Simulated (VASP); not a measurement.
Given:

```
LiF
1.0
    0.00000     2.02774     2.02774
    2.02774     0.00000     2.02774
    2.02774     2.02774     0.00000
Li F
1 1
Direct
  0.00000   0.00000   0.00000
  0.50000   0.50000   0.50000
```

These are PBE GGA, VASP's PBE PAW potentials (set 64) (plane waves; VASP 6.6.1) values and carry that method's errors. Settings: 520 eV cut-off, 14×14×14 Γ-centred mesh, Gaussian smearing of 0.010 eV, potentials Li_sv F.

**Question.** Predict the energy per atom (σ→0), band gap (on the k-mesh) with the smallest direct gap where there is one.

**Answer.** 
```json
{
 "band gap (on the k-mesh)": "8.91 eV",
 "smallest direct gap (on the k-mesh)": "8.91 eV",
 "energy per atom (σ→0)": "-4820 meV/atom"
}
```

The absolute energy has meaning only against runs of the same code, potentials and settings.

The compound is LiF in the rock salt structure. It was relaxed first.
